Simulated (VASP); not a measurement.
Energy against volume of TiC (rock salt). Level of theory: TPSS meta-GGA, VASP's PBE PAW potentials (set 64) (plane waves; VASP). Settings: 520 eV cut-off, 14×14×14 Γ-centred mesh, first-order Methfessel-Paxton smearing of 0.10 eV, potentials Ti_sv C.

```tsv
V (Å³/atom)	E (eV/atom)
9.863	-13.67272
10.169	-13.68135
10.474	-13.67546
10.779	-13.65703
```

Problem. Fit these four points and predict the energy of the run at 9.558 Å³/atom.

Solution. A cubic in V^(−2/3), the third-order Birch-Murnaghan form, passes through the four points with V0 = 10.19 Å³/atom and B0 = 251 GPa, and gives -13.6474 eV/atom there. The run gave -13.6472 eV/atom, +0.2 meV/atom from the fit; all five points give B0 = 252 GPa.

The compound is TiC in the rock salt structure. It was relaxed first.
